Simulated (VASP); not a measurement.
WSi2 (MoSi2 type) is relaxed at rising pressure, each step from the one before. Symmetry mostly holds the structure type, and other phases were not tried. The mesh follows the cell, and a change of mesh leaves a small step in the series.

```
CELL_PARAMETERS angstrom
     -1.61452     1.61452     3.93445
      1.61452    -1.61452     3.93445
      1.61452     1.61452    -3.93445
ATOMIC_POSITIONS crystal
  Si 0.66559 0.66559 0.00000
  Si 0.33441 0.33441 0.00000
  W  0.00000 0.00000 0.00000
```

These are PBE GGA, VASP's PBE PAW potentials (set 64) (plane waves; VASP) values and carry that method's errors. Run with 500 eV cut-off, 13×13×13 Γ-centred mesh, first-order Methfessel-Paxton smearing of 0.10 eV, potentials Si W_sv.

Unless said otherwise, spin-orbit coupling is left out, though it shifts the bands of the heavy elements here.

```tsv
P (GPa)	V (Å³/atom)	H − H(0) (eV/atom)	space group	gap on the mesh (eV)	k-mesh
0	13.67	0.000	I4/mmm	0.00	13×13×13
5	___	___	I4/mmm	0.00	13×13×13
10	13.11	0.836	I4/mmm	0.00	13×13×13
20	___	___	I4/mmm	0.00	14×14×14
30	12.27	2.418	I4/mmm	0.00	14×14×14
45	11.78	3.543	I4/mmm	0.00	14×14×14
```

Complete the blanks.

- 5, V (Å³/atom): 13.38
- 5, H − H(0) (eV/atom): 0.422
- 20, V (Å³/atom): 12.66
- 20, H − H(0) (eV/atom): 1.640

Pressures at which the relaxation failed are left out.

The compound is WSi2 in the MoSi2 type structure.
